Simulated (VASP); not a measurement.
Write the native input for VASP 6.6.1 that does the following.

```
Task                   : band structure
Functional             : r2SCAN
Potentials or basis    : VASP PAW PBE potentials, release 64 (Ga_d, N)
Cutoff                 : 520 eV
k mesh                 : 12 × 12 × 12
Occupations            : gaussian, width 0.02 eV
Spin                   : no spin polarisation
Further INCAR settings : ALGO = Normal; EDIFF = 1e-07; NBANDS = 16
```

The structure of GaN lies in POSCAR:

```
GaN                                     
1.0
    0.0000000000      2.2531340041      2.2531340041
    2.2531340041      0.0000000000      2.2531340041
    2.2531340041      2.2531340041      0.0000000000
  Ga              N             
     1     1
Direct
     0.0000000000000000    0.0000000000000000    0.0000000000000000
     0.7500000000000000    0.7500000000000000    0.7500000000000000
```

The cell is a database's computed one.

These files were run (other wordings do the same):

INCAR

```
SYSTEM = GaN
ALGO = Normal
EDIFF = 1E-7
ENCUT = 520
ISIF = 2
ISMEAR = 0
LASPH = .True.
LCHARG = .False.
LMIXTAU = .True.
LREAL = .False.
LWAVE = .False.
METAGGA = R2SCAN
NBANDS = 16
NELM = 60
PREC = Accurate
SIGMA = 0.02
```

KPOINTS

```
k-points
0
Gamma
  12 12 12
  0 0 0
```

KPOINTS_OPT

```
path GXWKGLUWLK,UX
10
line-mode
reciprocal
 0.0000000000  0.0000000000  0.0000000000  G
 0.5000000000  0.0000000000  0.5000000000  X

 0.5000000000  0.0000000000  0.5000000000  X
 0.5000000000  0.2500000000  0.7500000000  W

 0.5000000000  0.2500000000  0.7500000000  W
 0.3750000000  0.3750000000  0.7500000000  K

 0.3750000000  0.3750000000  0.7500000000  K
 0.0000000000  0.0000000000  0.0000000000  G

 0.0000000000  0.0000000000  0.0000000000  G
 0.5000000000  0.5000000000  0.5000000000  L

 0.5000000000  0.5000000000  0.5000000000  L
 0.6250000000  0.2500000000  0.6250000000  U

 0.6250000000  0.2500000000  0.6250000000  U
 0.5000000000  0.2500000000  0.7500000000  W

 0.5000000000  0.2500000000  0.7500000000  W
 0.5000000000  0.5000000000  0.5000000000  L

 0.5000000000  0.5000000000  0.5000000000  L
 0.3750000000  0.3750000000  0.7500000000  K

 0.6250000000  0.2500000000  0.6250000000  U
 0.5000000000  0.0000000000  0.5000000000  X
```

Potentials or basis: VASP PAW PBE potentials, release 64 (Ga_d, N).

Launch:

```bash
$ cat potpaw_PBE.64/Ga_d/POTCAR potpaw_PBE.64/N/POTCAR > POTCAR
$ mpirun -np 1 vasp_std > vasp.out
```

It gave:

```json
{
  "Pressure": "0.0 GPa",
  "Band gap on the k mesh": "2.12 eV, direct",
  "Band gap along the path": "2.12 eV, direct"
}
```

Caveat: the PAW data sets were made with another functional, which shifts forces and pressure a little.

It took 110 s on 1 thread of Intel(R) Xeon(R) Platinum 8488C (Sapphire Rapids), with other jobs on the host, peak memory 0.17 GiB.
